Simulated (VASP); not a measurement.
A run of VASP 6.6.1 is set up as follows.

The input INCAR:

```
SYSTEM = NbAl2N3
PREC     = Normal         ! precision mode
ENCUT    = 520            ! plane-wave cutoff, eV
EDIFF    = 1E-4           ! SCF threshold, eV
ISMEAR   = 0              ! smearing method
SIGMA    = 0.15           ! smearing width, eV
LREAL    = .FALSE.        ! projectors in reciprocal space
LASPH    = .TRUE.         ! aspherical terms in the spheres
NELM     = 60             ! most SCF steps
ALGO     = Fast           ! electronic algorithm
ISIF     = 3              ! what is computed and relaxed
LWAVE    = .FALSE.        ! write WAVECAR
LCHARG   = .FALSE.        ! write CHGCAR
GGA      = PE             ! functional
IBRION   = 2              ! ionic algorithm
NSW      = 24             ! ionic steps
EDIFFG   = -0.08          ! ionic threshold
```

The input KPOINTS:

```
Automatic mesh
0
G
  5 5 2
  0 0 0
```

POSCAR

```
NbAl2N3
1.0
    3.1594462500      0.0000000000      0.0000000000
   -1.5797231300      2.7361607200      0.0000000000
    0.0000000000      0.0000000000      7.7457392000
Al Nb N
2 1 3
Direct
    0.3333333300      0.6666666700      0.6666670000
    0.6666666700      0.3333333300      0.3333330000
    0.0000000000      0.0000000000      0.0000000000
    0.6666666700      0.3333333300      0.8333330000
    0.3333333300      0.6666666700      0.1666670000
    0.0000000000      0.0000000000      0.5000000000
```

Potentials or basis: VASP PAW PBE potentials, release 64 (Al, Nb_sv, N).

Run with:

```sh
$ cat potpaw_PBE.64/Al/POTCAR potpaw_PBE.64/Nb_sv/POTCAR potpaw_PBE.64/N/POTCAR > POTCAR
$ mpirun -np 1 vasp_std > vasp.out
```

Task: Predict the band gap on the k mesh.

Result: 0.23 eV, indirect (least direct gap 0.25 eV).

Task: Estimate the space group after relaxing (to 0.05 Å).

Result: P-3m1 (No. 164).

Stress tensor (GPa, compression positive):
```
-0.09  0.00  0.00
 0.00 -0.09  0.00
 0.00  0.00  0.27
```

Caveat: the k mesh is coarse (spacing up to 0.46 Å⁻¹), so the values aren't converged; an odd mesh through Γ misses points on the zone boundary, where band edges often lie.
